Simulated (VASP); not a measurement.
Data:

```
CELL_PARAMETERS angstrom
     -1.61458     1.61458     3.93457
      1.61458    -1.61458     3.93457
      1.61458     1.61458    -3.93457
ATOMIC_POSITIONS crystal
  Si 0.66559 0.66559 0.00000
  Si 0.33441 0.33441 0.00000
  W  0.00000 0.00000 0.00000
```

Method: PBE GGA, VASP's PBE PAW potentials (set 64) (plane waves; VASP 6.6.1). Settings: 520 eV cut-off, 15×15×15 Γ-centred mesh, tetrahedra with Blöchl corrections, potentials Si W_sv.

Unless said otherwise, spin-orbit coupling is left out, though it shifts the bands of the heavy elements here.

**Question.** Predict the energy per atom (σ→0), band gap (on the k-mesh) with the smallest direct gap where there is one.

**Answer.** 
```yaml
band gap (on the k-mesh): none (metal, semimetal or under 0.01 eV)
energy per atom (σ→0): -8.272 eV/atom
```

Total energies compare only between runs with the same potentials, cut-off and functional.

The compound is WSi2 in the MoSi2 type structure. It was relaxed first.
